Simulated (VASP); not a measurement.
KRbMg6: single point with PBE

The system is KRbMg6.

```xyz
8
Lattice="5.2067 0.0000 0.0000 0.0000 3.3128 7.6774 0.0000 -3.3128 7.6774" Properties=species:S:1:pos:R:3 pbc="T T T"
Rb    2.5770   -0.0111   10.4997
K     2.6707    0.0002    2.7188
Mg    0.0272   -0.0302   13.1797
Mg   -0.0217    0.0263    5.5309
Mg    0.0336   -1.6614    8.2594
Mg   -0.0267    1.5910    8.2373
Mg    2.6362   -1.6529    6.4971
Mg    2.6243    1.6061    6.5090
```

The cell comes from a database or a generator and needn't be the stable form of this composition.

The cell isn't the ideal one: atoms moved at random, drawn with an rms of 0.05 Å.

```yaml
Program: VASP 6.6.1
Task: single point
Functional: PBE
Potentials_or_basis: VASP PAW PBE potentials, release 64 (Rb_sv, K_sv, Mg)
Cutoff: 520 eV
k_mesh: 5 × 5 × 5
Occupations: fermi-dirac, width 0.05 eV
Spin: no spin polarisation
Further_INCAR_settings: ALGO = Normal; EDIFF = 1e-07; NBANDS = 25
```

```
Pressure               : -0.1 GPa
Largest force          : 0.252 eV/Å
Band gap on the k mesh : none (metal or under the smearing width)
```

Forces in eV/Å, atoms in the order of the input:
```
Rb   0.022  0.021  0.040
K   -0.041 -0.033  0.051
Mg  -0.033  0.047  0.246
Mg   0.113 -0.105 -0.016
Mg  -0.011 -0.072 -0.201
Mg   0.092  0.106 -0.114
Mg  -0.044 -0.038  0.001
Mg  -0.098  0.074 -0.008
```

Stress tensor (GPa, compression positive):
```
-0.50  0.00  0.00
 0.00  0.24  0.05
 0.00  0.05  0.07
```

Levels at points of the mesh, in eV from the Fermi level:
| k point | band 13 | band 14 | band 15 | band 16 | band 17 | band 18 |
| --- | --- | --- | --- | --- | --- | --- |
| (0.00, 0.00, 0.00) | -1.52 | -0.43 | -0.09 | -0.06 | 0.20 | 1.68 |

Wall time 10 min on 1 thread of AMD EPYC 7R13 Processor (Zen 3) (shared host), peak memory 0.65 GiB.
